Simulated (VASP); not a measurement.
Here is the system:

```yaml
crystal:
  lattice:
    - [0.00000, 2.59213, 2.59213]
    - [2.59213, 0.00000, 2.59213]
    - [2.59213, 2.59213, 0.00000]
  atoms:
    - { symbol: Mg, position: [0.00000, 0.00000, 0.00000] }
    - { symbol: S, position: [0.50000, 0.50000, 0.50000] }
```

Level of theory: SCAN meta-GGA, VASP's PBE PAW potentials (set 64) (plane waves; VASP 6.6.1). Run with 400 eV cut-off, 10×10×10 Γ-centred mesh, tetrahedra with Blöchl corrections, potentials Mg S.

### Question
Give the energies of bands 2 to 7 at the high-symmetry points, in eV from the valence-band maximum.

### Answer

| band | Γ | X | U | L | W |
|---|---|---|---|---|---|
| 2 | 0.00 | -4.32 | -3.80 | -4.93 | -3.32 |
| 3 | 0.00 | -1.75 | -3.24 | -0.63 | -3.32 |
| 4 | 0.00 | -1.75 | -1.42 | -0.63 | -2.38 |
| 5 | 4.71 | 3.44 | 4.55 | 5.26 | 5.93 |
| 6 | 8.56 | 4.92 | 7.37 | 7.53 | 8.67 |
| 7 | 8.56 | 13.23 | 10.48 | 7.53 | 8.67 |

The gap is indirect, 3.44 eV, from the valence maximum at Γ to the conduction minimum at X.

The structure comes from a measured MgS entry (Fm-3m) of the Crystallography Open Database, whose conditions weren't checked. It was relaxed first.
